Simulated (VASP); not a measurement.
Wanted: the native input for a VASP 6.6.1 run.

* Task: single point
* Functional: PBEsol
* Potentials or basis: VASP PAW PBE potentials, release 64 (Ca_sv, Pb_d)
* Cutoff: 520 eV
* k mesh: 3 × 3 × 2
* Occupations: methfessel-paxton, width 0.15 eV
* Spin: no spin polarisation
* Dipole correction: no
* Further INCAR settings: ALGO = Fast; EDIFF = 1e-06; NBANDS = 54

The structure of Ca2Pb5 (a cell with a defect) lies in POSCAR:

```
Ca2Pb5
1.0
    4.8560217700      0.0000000000      0.0000000000
    0.0000000000      4.8560217700      0.0000000000
    0.0000000000      0.0000000000      9.7120435400
Ca Pb
2 5
Direct
   -0.0003531698      0.0013607847     -0.0018816843
   -0.0004746684      0.0040590839      0.4999984792
    0.0009427470      0.5033021094      0.2567167239
    0.4996392345      0.0024398573      0.2567034414
    0.5000778652      0.5010694176     -0.0000664124
    0.0027170389      0.5026351025      0.7412947615
    0.4998595795      0.0020473549      0.7413102063
```

These files were run (other wordings do the same):

INCAR

```
ALGO = Fast
EDIFF = 1E-6
ENCUT = 520
GGA = PS
ISIF = 2
ISMEAR = 1
LASPH = True
LCHARG = False
LREAL = False
LWAVE = False
NBANDS = 54
NELM = 100
PREC = Accurate
SIGMA = 0.15
```

KPOINTS

```
k-points
0
Gamma
  3 3 2
```

Potentials or basis: VASP PAW PBE potentials, release 64 (Ca_sv, Pb_d).

The run is started by

```bash
$ cat potpaw_PBE.64/Ca_sv/POTCAR potpaw_PBE.64/Pb_d/POTCAR > POTCAR
$ mpirun -np 1 vasp_std > vasp.out
```

It gave:

- Pressure: -2.2 GPa
- Largest force: 0.018 eV/Å
- Band gap on the k mesh: none (metal or under the smearing width)

Caveat: the k mesh is coarse (spacing up to 0.43 Å⁻¹), so the values aren't converged; the PAW data sets were made with another functional, which shifts forces and pressure a little.

Run time: 3.8 min on 1 thread of Intel(R) Xeon(R) Platinum 8488C (Sapphire Rapids), on a shared host, peak memory 0.34 GiB.
